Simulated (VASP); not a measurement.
Data:

```xyz
12
Lattice="-3.3026 3.3026 3.0058 3.3026 -3.3026 3.0058 3.3026 3.3026 -3.0058" Properties=species:S:1:pos:R:3 pbc="T T T"
Hf     0.0000     0.0000     0.0000
Hf     0.0000     3.3026     1.5029
Si     3.3026     0.0000     1.5029
Si     0.0000     0.0000     3.0058
O      3.3026     2.0799    -1.0869
O      4.5253     0.0000     0.4160
O      0.0000     1.2227     1.9189
O      2.0799     0.0000     0.4160
O      3.3026     1.2227     2.5898
O      1.2227     0.0000     4.0927
O      3.3026    -1.2227     2.5898
O      2.0799     3.3026     1.0869
```

All values below come from PBE GGA, VASP's PBE PAW potentials (set 64) (plane waves; VASP 6.6.1). Settings: 400 eV cut-off, 5×5×5 Γ-centred mesh, Gaussian smearing of 0.010 eV, potentials Hf_pv Si O.

At this cut-off the stress carries a Pulay error, which pulls relaxed volumes low.

Problem. Estimate the energy per atom (σ→0), pressure, largest force.

Solution. 
* **energy per atom (σ→0)**: -9.070 eV/atom
* **pressure**: -5.05 GPa
* **largest force**: 0.073 eV/Å

The absolute energy has meaning only against runs of the same code, potentials and settings.

The structure comes from a computed database's HfSiO4 entry; how it stands against other phases isn't given here. The cell was not relaxed at this level.
